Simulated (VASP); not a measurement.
Here is the system:

```xyz
1
Lattice="-1.6544 1.6544 1.6544 1.6544 -1.6544 1.6544 1.6544 1.6544 -1.6544" Properties=species:S:1:pos:R:3 pbc="T T T"
Ta     0.0000     0.0000     0.0000
```

The numbers are results of PBE GGA, VASP's PBE PAW potentials (set 64) (plane waves; VASP), not measurements. Numerical set-up: PREC = Normal, EDIFF = 1E-5, 400 eV cut-off, 16×16×16 Γ-centred mesh, first-order Methfessel-Paxton smearing of 0.10 eV, potentials Ta.

Unless said otherwise, spin-orbit coupling is left out, though it shifts the bands of the heavy elements here.

**Question.** Predict the energy per atom (σ→0), band gap (on the k-mesh) with the smallest direct gap where there is one.

**Answer.** 
The band gap (on the k-mesh) is none (metal, semimetal or under 0.01 eV) and the energy per atom (σ→0) is -11.859 eV/atom.

Only differences to runs with the same potentials and settings are physical.

The compound is Ta in the bcc structure. It was relaxed first.
